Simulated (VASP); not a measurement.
Consider the following.

```
AlAs
1.0
    0.00000     2.88122     2.88122
    2.88122     0.00000     2.88122
    2.88122     2.88122     0.00000
Al As
1 1
Direct
  0.00000   0.00000   0.00000
  0.25000   0.25000   0.25000
```

Computed with revPBE GGA, VASP's PBE PAW potentials (set 64) (plane waves; VASP 6.6.1). Numerical set-up: 520 eV cut-off, Gaussian smearing of 0.050 eV, potentials Al As.

Q: Give the energies of bands 2 to 7 at the high-symmetry points, in eV from the valence-band maximum.

A: 
| band | Γ | X | U | L | W |
|---|---|---|---|---|---|
| 2 | 0.00 | -5.22 | -4.99 | -5.31 | -4.92 |
| 3 | 0.00 | -2.05 | -3.18 | -0.79 | -2.96 |
| 4 | 0.00 | -2.05 | -1.70 | -0.79 | -2.63 |
| 5 | 1.74 | 1.58 | 2.32 | 2.02 | 4.35 |
| 6 | 4.22 | 2.35 | 4.90 | 4.66 | 5.41 |
| 7 | 4.22 | 9.97 | 7.95 | 4.66 | 5.55 |

The gap is indirect, 1.58 eV, from the valence maximum at Γ to the conduction minimum at X.

Measured: gap 2.28 eV (computed value off by -0.70 eV), as given by Wei Chen et al., Physical Review Materials (2018), doi:10.1103/physrevmaterials.2.073803 [zero-point renormalisation of 0.04 eV added back (the table's ZPR column)].

The compound is AlAs in the zinc blende structure. It was relaxed first, which changed the volume by +6 %.
